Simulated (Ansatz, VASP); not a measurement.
## MgBe2S3 in VASP and in Ansatz

```
Mg Be S
1.0
     4.01657    0.00000    0.00000
     0.00000    4.01657    0.00000
     0.00000    0.00000    6.09649
Mg Be S
1 2 3
Direct
  0.00000 0.00000 0.00000
  0.50000 0.00000 0.50000
  0.00000 0.50000 0.50000
  0.50000 0.50000 0.77639
  0.50000 0.50000 0.22361
  0.50000 0.50000 0.50000
```

Alike in both runs: task single point; functional PBE; k mesh 4 × 4 × 4; occupations gaussian, width 0.1 eV; no spin polarisation.

```csv
,VASP,Ansatz
version,VASP 6.6.1,Ansatz 0.2.0
potentials or method,"VASP PAW PBE potentials, release 64 (Mg, Be, S)","scalar-relativistic, plane waves, PAW"
plane-wave cutoff (eV),520,420
valence electrons in the cell,24,32
```

|  | VASP | Ansatz | Ansatz less VASP |
| --- | --- | --- | --- |
| gap on the k mesh at the Fermi level (eV) | none | none | - |
| rms of the force components (eV/Å) | 6.094 | 6.296 | +0.2017 |

Atom by atom the forces differ by 0.202 eV/Å (rms over components). A gap of «none» marks a metal or a gap that the smearing closes. The two sets of potentials don't hold the same shells in valence.

Caveats: the k mesh is coarse (spacing up to 0.39 Å⁻¹), so the values aren't converged; forces of over 1 eV/Å show positions far from the minimum, so gaps and moduli don't describe the material at rest.
